# Why the G0W0 correction of Cd₂S differs from one k point to the next

One G0W0 step opens the direct gap of Cd₂S by 0.617 eV at the zone centre but by only 0.105 eV at the k point (⅓, ⅓, 0). The correction is so uneven because it belongs to the individual orbital: two levels that start at the same energy can move by clearly different amounts. The wide direct gaps gain most, with one exception. That exception, the pair of rows 7 and 8, shows best what is at work.

One-step G0W0 on PBEsol for Cd₂S (space group P3m1, 3 atoms per cell), computed with VASP 6.6.1 without spin-orbit coupling. The runs use the PAW potentials Cd_GW and S_GW, a 3×3×2 k mesh, cutoffs of 450 eV for the plane waves and 150 eV for the response, 208 bands and 64 frequency points. Each column of levels counts from its own highest filled level.

```
row  state k a (reciprocal cell vector)  state k b (reciprocal cell vector)  state k c (reciprocal cell vector)   state band  state start level (eV)  state corrected level (eV)  state weight z
  1                               0.000                               0.000                               0.000   top filled                  -0.509                      -0.671           0.699
  2                               0.000                               0.000                               0.000  first empty                   3.284                       3.739           0.728
  3                               0.333                               0.000                               0.000   top filled                  -1.187                      -1.343           0.684
  4                               0.333                               0.000                               0.000  first empty                   2.385                       2.645           0.714
  5                               0.333                               0.333                               0.000   top filled                  -0.217                      -0.147           0.731
  6                               0.333                               0.333                               0.000  first empty                   1.036                       1.211           0.720
  7                               0.000                               0.000                               0.500   top filled                   0.000                       0.000           0.712
  8                               0.000                               0.000                               0.500  first empty                   1.279                       1.620           0.734
  9                               0.333                               0.000                               0.500   top filled                  -0.080                      -0.077           0.719
 10                               0.333                               0.000                               0.500  first empty                   2.211                       2.502           0.714
 11                               0.333                               0.333                               0.500   top filled                  -0.153                      -0.130           0.724
 12                               0.333                               0.333                               0.500  first empty                   1.278                       1.461           0.737
```

## Two gaps that start level and end apart

Each k point has two rows, one for the highest filled level and one for the lowest empty level. Their difference is the direct gap at that k point, the energy between a filled and an empty state of the same wave vector. In the starting calculation the direct gap of rows 5/6 is 1.253 eV and that of rows 7/8 is 1.279 eV, which is nearly a tie. After the correction they are 1.358 eV and 1.620 eV. A difference of 0.03 eV has become one of 0.26 eV.

Both ends of the gap contribute to this. The empty level of row 8 rises by 0.166 eV more than that of row 6. The filled level of row 5 rises by 0.070 eV against that of row 7, which takes a little more away from the gap of rows 5/6. The two parts add up to the 0.236 eV by which the gaps have moved apart.

Row 7 reads zero in both level columns because it is the highest filled level and each column is counted from there. Its own correction is hidden in that choice of zero. Every move quoted here is therefore a move relative to row 7, while a change of a direct gap does not depend on the zero at all.

## What the correction does to an orbital

The starting calculation gives all electrons the same exchange-correlation potential. At each point in space this potential depends only on the electron density there and on how fast it varies. It cannot ask which orbital it is acting on. A filled and an empty orbital that occupy the same region feel the same potential.

G0W0 replaces this potential by the self-energy, which does distinguish between orbitals. One part of it is exchange, weakened by the screening of the other electrons. Exchange lowers the energy of an orbital according to how strongly that orbital overlaps with the filled ones. A filled orbital overlaps fully with itself and profits most, whereas an empty orbital has no such term. In a crystal each orbital spreads over all cells, and exchange "with itself" then stands for exchange with the whole filled band to which the orbital belongs. This is the usual reason why gaps open, and here the direct gap grows at all six k points.

The same argument says that the opening should depend on the kind of orbital. A compact filled orbital suffers more in the starting calculation, because a semilocal functional cancels the repulsion of an electron with itself only in part, and that error grows as the charge is packed more tightly. The self-energy repairs much of it, so a compact filled level sinks against a diffuse one. An empty orbital has only its screened exchange with the filled ones and the energy that it gains because the other electrons give way to it. The further these two together fall short of the semilocal potential in the region that it occupies, the more the level is pushed up.

## The formula, and one estimate

In a single G0W0 step a level moves by

shift = Z · D

where D is the raw correction, the average over the orbital of the self-energy minus the starting exchange-correlation potential. Z is the column "state weight z". It measures how much of the electron remains a single sharp level instead of being spread over other excitations. It enters because the self-energy itself changes with energy, so that only a fraction of D, here about seven tenths, arrives as a shift.

An uneven shift can thus come from Z or from D, and rows 8 and 12 allow the two to be separated. Both are empty levels, and they start within 0.001 eV of each other. Row 8 then rises by 0.341 eV and row 12 by 0.183 eV. No rule that knows only the starting energy can produce both results.

Suppose that both levels had the same D and that Z alone made the difference. The weights are 0.734 and 0.737, so that

(0.734 − 0.737) · D = 0.341 − 0.183 = 0.158 eV

and D would have to be about −50 eV. The last digit of the weights makes this number uncertain by tens of per cent, but its message is plain. Both levels would have to drop by tens of eV, whereas raw corrections near a gap are commonly of the order of an electronvolt.

The difference must therefore sit in D. With Z close to 0.73 for both levels, their raw corrections have to differ by about 0.2 eV. The estimate uses only the table entries of these two rows and contains no adjustable constant. The unknown shift of row 7, from which both moves are counted, cancels in their difference. It shows that the step from the starting potential to the self-energy acts differently on the orbitals of rows 8 and 12. It does not show which feature of their shape is responsible. By the argument above, one candidate is that the exchange of the row 8 orbital with the filled ones falls further short of what the semilocal potential grants it; the table cannot test this.

## Why wide gaps mostly gain more

If rows 7/8 are set aside, the other five k points fall into strict order: the wider the starting direct gap, the larger its increase. There is a general reason for such a tendency. An empty orbital high above the gap usually varies more rapidly in space than the upper filled orbitals do, so its exchange with them partly averages out. The semilocal potential hardly notices this and leaves the orbital too low. The self-energy then tends to raise high empty levels more than low ones, and the spectrum is stretched. The empty levels here follow this only roughly: row 4 starts above row 10 but rises less, and the gap of rows 3/4 gains more than that of rows 9/10 only because row 3 sinks.

The zone centre shows this at its strongest. Its empty level, row 2, is the highest in the table and also rises the most. Compared with rows 5/6, the gap at the zone centre gains an extra 0.280 eV from the empty level and an extra 0.232 eV from the filled one. Nearly half of the contrast thus comes from below the gap, and there the stretching picture works less well.

If depth alone decided, row 3 should sink much further than row 1, because it starts more than twice as far below the highest filled level. In fact the two sink by the same 0.16 eV. Row 5 also starts below row 7, yet it rises towards it. The filled levels look less like points on one slope than like two groups, one that sinks and one that stays near the top. The moves of rows 9 and 11, at most 0.023 eV, are too small to carry a meaning of their own in a calculation with these settings.

## A chemical reading of the two groups

The electron count suggests where two groups could come from. In ordinary CdS the two outer electrons of cadmium complete the 3p shell of sulfur. Cd₂S has a second cadmium atom, whose two outer electrons find no sulfur orbital to fill. Once the Cd 4d, S 3s and S 3p bands are full, one electron pair per cell remains, and it has to occupy a further band. The natural candidate is a diffuse band made of Cd 5s and 5p orbitals.

The highest filled level can then be of either kind, or a mixture of the two, depending on where the bands lie at a given k point. My guess is that rows 1 and 3 are mainly sulfur 3p, fairly compact and therefore lowered, while row 5 belongs to the diffuse cadmium pair. This would also help to account for the small gain of rows 5/6. A diffuse filled orbital gains less from exchange with itself than a compact one, so the correction lowers it less and the gap above it opens less.

This assignment fits the filled levels, but the energies alone do not establish it. A projection of each orbital onto the atoms would decide the matter: rows 1 and 3 should show mostly sulfur, and row 5 mostly cadmium 5s and 5p. If they did not, the conclusion from rows 8 and 12 would still stand, because it rests on no assignment.

Rows 7/8 set a limit to this reading. Row 7 stays near the top as row 5 does, yet the direct gap there gains 0.341 eV. If row 7 also belongs to the cadmium pair, the kind of the filled level does not fix the gain by itself, and the particular empty orbital matters too.

## What this means for using the gap

The smallest gap on this mesh is indirect. It runs from the filled level of row 7 to the empty level of row 6 and grows from 1.036 to 1.211 eV. A common shortcut is to take this increase of 0.175 eV and raise all empty levels by it, which is called a scissors shift. For Cd₂S the shortcut reproduces the indirect gap by construction and misjudges most of the direct ones; only at rows 11/12 does it come close.

At rows 5/6 the shortcut opens the direct gap by 0.175 − 0.105 = 0.07 eV too much. At the zone centre it falls short by 0.617 − 0.175 = 0.44 eV. Both errors are relative to the full G0W0 result in the table. The shortcut would also leave the direct gaps of rows 5/6 and 7/8 almost equal, so that two separate regions of k space would seem to share the smallest direct gap. In G0W0 the gap of rows 5/6 is clearly the smaller of the two.

The amounts themselves are provisional. A single step keeps the PBEsol orbitals and the screening computed from them, so the result depends on that start, and gaps obtained in this way often remain too small. The number of bands, the cutoffs and the k mesh are not converged, and compact orbitals usually need more empty bands than diffuse ones before their self-energy settles. The contrast between kinds of orbital is thus the very quantity that a larger calculation could change, perhaps by a sizeable part of the smaller differences. The coarse mesh may also miss the true band edges, and spin-orbit coupling, which is left out, could rearrange the filled levels that lie close together near the top.
